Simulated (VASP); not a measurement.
Output of a VASP run:

**OSZICAR**
```
       N       E                     dE             d eps       ncg     rms          rms(c)
DAV:   1     0.295706208995E+03    0.29571E+03   -0.20605E+04  1412   0.347E+03
DAV:   2     0.107648359918E+02   -0.28494E+03   -0.27442E+03  1436   0.575E+02
DAV:   3    -0.265476703886E+02   -0.37313E+02   -0.36652E+02  1506   0.168E+02
DAV:   4    -0.283052289815E+02   -0.17576E+01   -0.17525E+01  1788   0.372E+01
DAV:   5    -0.283319849365E+02   -0.26756E-01   -0.26743E-01  1500   0.451E+00    0.113E+01
DAV:   6    -0.239586313104E+02    0.43734E+01   -0.15199E+01  2398   0.620E+01    0.306E+00
DAV:   7    -0.241086468251E+02   -0.15002E+00   -0.21678E+00  1422   0.130E+01    0.278E+00
DAV:   8    -0.241098537357E+02   -0.12069E-02   -0.31828E-01  1938   0.105E+01    0.905E-01
DAV:   9    -0.240830088445E+02    0.26845E-01   -0.12888E-01  2332   0.669E+00    0.302E-01
DAV:  10    -0.240840462752E+02   -0.10374E-02   -0.80281E-03  1470   0.962E-01    0.101E-01
DAV:  11    -0.240840368073E+02    0.94679E-05   -0.11868E-03  2012   0.767E-01    0.179E-02
DAV:  12    -0.240840472104E+02   -0.10403E-04   -0.13097E-04  1748   0.163E-01    0.123E-02
DAV:  13    -0.240840478436E+02   -0.63322E-06   -0.22159E-05  2228   0.564E-02    0.364E-03
DAV:  14    -0.240840483066E+02   -0.46299E-06   -0.66288E-06  1538   0.205E-02
   1 F= -.18743492E+02 E0= -.18743492E+02  d E =-.187435E+02
```

**OUTCAR**
```
------------------------ aborting loop because EDIFF is reached ----------------------------------------
  FORCE on cell =-STRESS in cart. coord.  units (eV):
  Direction    XX          YY          ZZ          XY          YZ          ZX
  --------------------------------------------------------------------------------------
  Total        5.2938056      5.2938054      5.3027371      0.0000000      0.0000000      0.0000000
  in kB      198.2492095    198.2492038    198.5836877      0.0000000      0.0000000      0.0000000
  external PRESSURE =      -1.6392997 kB  Pullay stress =     200.0000000 kB
  volume of cell :       42.78
      direct lattice vectors                 reciprocal lattice vectors
     1.559324519 -2.700829253  0.000000000     0.320651663 -0.185128327  0.000000000
     1.559324519  2.700829253  0.000000000     0.320651663  0.185128327  0.000000000
     0.000000000  0.000000000  5.079295422     0.000000000  0.000000000  0.196877700
  FREE ENERGIE OF THE ION-ELECTRON SYSTEM (eV)
  ---------------------------------------------------
  free  energy   TOTEN  =       -24.0840483066 eV

  energy  without entropy=      -24.0840483066  energy(sigma->0) =      -24.08404831
  enthalpy is  TOTEN    =       -18.7434917500 eV   P V=        5.3405565566

 reached required accuracy - stopping structural energy minimisation
```
(Selected blocks of OUTCAR.)

POSCAR:
```
GaN
1
    1.5593245189    -2.7008292529     0.0000000000
    1.5593245189     2.7008292529     0.0000000000
    0.0000000000     0.0000000000     5.0792954222
Ga N
2 2
Direct
  0.6666670000   0.3333330000   0.5001391867
  0.3333330000   0.6666670000   0.0001391867
  0.6666670000   0.3333330000   0.8768608133
  0.3333330000   0.6666670000   0.3768608133
```

Reconstruct the remaining input files.

Several could match; the one computed here: the input of the run itself, PBE GGA, plane waves, VASP's PBE PAW potentials (set 64).

**KPOINTS**
```
Automatic mesh
0
Gamma
8 8 5
0 0 0
```

### INCAR
```
GGA = PE   ! PBE
NELM = 100
EDIFFG = -0.02
ISIF = 3   ! ions, shape and volume
SYSTEM = GaN
LCHARG = .FALSE.
LREAL = .FALSE.   ! projection in real space or not
ENCUT = 620   ! plane-wave cut-off (eV)
ALGO = Normal
SIGMA = 0.05   ! width (eV)
PREC = Accurate
LWAVE = .FALSE.
ISMEAR = 0   ! Gaussian
LASPH = .TRUE.   ! aspherical one-centre terms
PSTRESS = 200   ! kbar
IBRION = 2   ! conjugate gradients
EDIFF = 1E-6
NSW = 40   ! most ionic steps
LMAXMIX = 4
```

POTCAR, in this order: Ga_d N (PBE.64 set). Program: vasp_std.

The compound is GaN in the wurtzite structure. It was relaxed first under an external pressure of 20 GPa.
